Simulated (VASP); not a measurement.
These are PBE GGA, VASP's PBE PAW potentials (set 64) (plane waves; VASP) values and carry that method's errors.

The input files of a VASP run:

### INCAR
```
IBRION  =  2
ENCUT  =  400   # plane-wave cut-off (eV)
LCHARG  =  .FALSE.
EDIFFG  =  -0.03
ALGO  =  Fast   # Davidson, then RMM-DIIS
LREAL  =  .FALSE.   # projection in real space or not
NELM  =  100
GGA  =  PE
PREC  =  Normal
NELMIN  =  4
SYSTEM  =  ZnSe
SIGMA  =  0.05
EDIFF  =  1E-5   # SCF stop (eV)
LASPH  =  .TRUE.   # aspherical one-centre terms
LMAXMIX  =  4
LWAVE  =  .FALSE.
NSW  =  20   # most ionic steps
ISMEAR  =  0
ISIF  =  2   # forces and stress, cell fixed
```

POSCAR:
```
ZnSe
1
    0.0000000000     2.8706296731     2.8706296731
    2.8706296731     0.0000000000     2.8706296731
    2.8706296731     2.8706296731     0.0000000000
Zn Se
1 1
Direct
  0.0000000000   0.0000000000   0.0000000000
  0.7500000000   0.7500000000   0.7500000000
```

**KPOINTS**
```
Automatic mesh
0
Gamma
9 9 9
0 0 0
```

POTCAR, in this order: Zn Se (PBE.64 set). Program: vasp_std.

**Question.** Estimate the energy per atom (σ→0), band gap (on the k-mesh).

**Answer.** 
```yaml
energy per atom (σ→0): -3.016 eV/atom
band gap (on the k-mesh): 1.14 eV
```

### OSZICAR
```
...
RMM:   6    -0.605220708317E+01    0.26960E+00   -0.69156E-01   910   0.905E+00    0.363E+00
RMM:   7    -0.603086692963E+01    0.21340E-01   -0.15320E-01   910   0.416E+00    0.135E+00
RMM:   8    -0.603229055898E+01   -0.14236E-02   -0.24357E-02   910   0.135E+00    0.632E-01
RMM:   9    -0.603215647114E+01    0.13409E-03   -0.62017E-03   910   0.109E+00    0.190E-01
RMM:  10    -0.603202892434E+01    0.12755E-03   -0.12899E-03   910   0.442E-01    0.539E-02
RMM:  11    -0.603208648750E+01   -0.57563E-04   -0.22970E-04   910   0.140E-01    0.400E-02
RMM:  12    -0.603208866335E+01   -0.21758E-05   -0.34714E-05   725   0.716E-02
   1 F= -.60320887E+01 E0= -.60320887E+01  d E =-.603209E+01
```

The compound is ZnSe in the zinc blende structure. It was relaxed first.
